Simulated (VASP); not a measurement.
Here is the system:

```xyz
2
Lattice="1.3776 -2.3860 0.0000 1.3776 2.3860 0.0000 0.0000 0.0000 4.3412" Properties=species:S:1:pos:R:3 pbc="T T T"
Os     1.3776     0.7953     1.0853
Os     1.3776    -0.7953     3.2559
```

The numbers are results of PBE GGA, VASP's PBE PAW potentials (set 64) (plane waves; VASP), not measurements. Numerical set-up: 400 eV cut-off, 14×14×8 Γ-centred mesh, first-order Methfessel-Paxton smearing of 0.10 eV, potentials Os.

Unless said otherwise, spin-orbit coupling is left out, though it shifts the bands of the heavy elements here.

Question: Estimate the energy per atom (σ→0), band gap (on the k-mesh) with the smallest direct gap where there is one.

Answer: 
- band gap (on the k-mesh) = none (metal, semimetal or under 0.01 eV)
- energy per atom (σ→0) = -11.245 eV/atom

The absolute energy has meaning only against runs of the same code, potentials and settings.

The compound is Os in the hcp structure. It was relaxed first. The start is the result of an earlier pass.
